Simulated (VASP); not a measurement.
Method: PBE GGA + U (Dudarev), VASP's PBE PAW potentials (set 64) (plane waves; VASP).

VASP input:

File KPOINTS:
```
Automatic mesh
0
Gamma
11 11 9
0 0 0
```

### POSCAR
```
CuAu
1
    2.8560000000     0.0000000000     0.0000000000
    0.0000000000     2.8560000000     0.0000000000
    0.0000000000     0.0000000000     3.7434000000
Cu Au
1 1
Direct
  0.0000000000   0.0000000000   0.0000000000
  0.5000000000   0.5000000000   0.5000000000
```

INCAR:
```
# general
SYSTEM    = CuAu
PREC      = Accurate
ENCUT     = 400   # plane-wave cut-off (eV)
LREAL     = .FALSE.   # projection in real space or not
LASPH     = .TRUE.   # aspherical one-centre terms

# electronic loop
EDIFF     = 1E-6
NELM      = 100
ALGO      = Normal   # blocked Davidson
LMAXMIX   = 6   # l cut-off of mixed one-centre charges

# smearing
ISMEAR    = 1   # Methfessel-Paxton
SIGMA     = 0.1   # width (eV)

# functional
GGA       = PE

# DFT+U
LDAU      = .TRUE.
LDAUTYPE  = 2   # Dudarev
LDAUL     = 2 -1
LDAUU     = 6.0 0
LDAUJ     = 0 0
LDAUPRINT = 1

# ions
ISIF      = 2   # forces and stress, cell fixed

# output
LWAVE     = .FALSE.
LCHARG    = .FALSE.
LORBIT    = 10
```

POTCAR, in this order: Cu Au (PBE.64 set). Program: vasp_std.

The resulting files:

**OSZICAR**
```
       N       E                     dE             d eps       ncg     rms          rms(c)
DAV:   1     0.120722042264E+03    0.12072E+03   -0.98742E+03  3276   0.175E+03
DAV:   2    -0.123120956024E+01   -0.12195E+03   -0.11646E+03  3213   0.300E+02
DAV:   3    -0.584640910000E+01   -0.46152E+01   -0.45759E+01  3927   0.734E+01
DAV:   4    -0.589132724082E+01   -0.44918E-01   -0.44907E-01  3718   0.609E+00
DAV:   5    -0.589257801454E+01   -0.12508E-02   -0.12508E-02  4496   0.112E+00    0.768E+00
DAV:   6    -0.524854450132E+01    0.64403E+00   -0.25861E+00  4653   0.244E+01    0.533E+00
DAV:   7    -0.523819051660E+01    0.10354E-01   -0.88417E-02  4590   0.106E+01    0.284E+00
DAV:   8    -0.523502802066E+01    0.31625E-02   -0.63022E-02  3430   0.119E+01    0.111E+00
DAV:   9    -0.522934391684E+01    0.56841E-02   -0.24863E-02  3626   0.748E+00    0.368E-02
DAV:  10    -0.522943824528E+01   -0.94328E-04   -0.86498E-04  3696   0.317E-01    0.189E-02
DAV:  11    -0.522944501433E+01   -0.67691E-05   -0.40625E-05  4484   0.255E-01    0.118E-02
DAV:  12    -0.522944441531E+01    0.59902E-06   -0.99105E-06  4167   0.140E-01
   1 F= -.52294444E+01 E0= -.52292453E+01  d E =-.597230E-03
```

### OUTCAR
```
------------------------ aborting loop because EDIFF is reached ----------------------------------------
  FORCE on cell =-STRESS in cart. coord.  units (eV):
  Direction    XX          YY          ZZ          XY          YZ          ZX
  --------------------------------------------------------------------------------------
  Total       -0.6853705     -0.6853705     -0.6524941      0.0000000     -0.0000000      0.0000000
  in kB      -35.9627850    -35.9627850    -34.2376981      0.0000000     -0.0000000      0.0000000
  external PRESSURE =     -35.3877561 kB  Pullay stress =       0.0000000 kB
  volume of cell :       30.53
      direct lattice vectors                 reciprocal lattice vectors
     2.856000000  0.000000000  0.000000000     0.350140056  0.000000000  0.000000000
     0.000000000  2.856000000  0.000000000     0.000000000  0.350140056  0.000000000
     0.000000000  0.000000000  3.743400000     0.000000000  0.000000000  0.267136827
 POSITION                                       TOTAL-FORCE (eV/Angst)
 -----------------------------------------------------------------------------------
      0.00000      0.00000      0.00000         0.000000      0.000000      0.000000
      1.42800      1.42800      1.87170         0.000000      0.000000      0.000000
 -----------------------------------------------------------------------------------
    total drift:                               -0.000000      0.000000      0.000000
  FREE ENERGIE OF THE ION-ELECTRON SYSTEM (eV)
  ---------------------------------------------------
  free  energy   TOTEN  =        -5.2294444153 eV

  energy  without entropy=       -5.2288471858  energy(sigma->0) =       -5.22924534

 total charge

# of ion       s       p       d       tot
------------------------------------------
    1        0.343   0.258   9.427  10.027
    2        0.597   0.361   8.698   9.656
--------------------------------------------------
tot          0.940   0.619  18.125  19.684
```
(Selected blocks of OUTCAR.)

The compound is CuAu in the L1_0 structure. The cell was not relaxed at this level. The run is one of a series of settings (LDAU = .TRUE., LDAUJ = 0 0, LDAUL = 2 -1, LDAUTYPE = 2, LDAUU = 6.0 0 against the base run), some of them coarse on purpose.
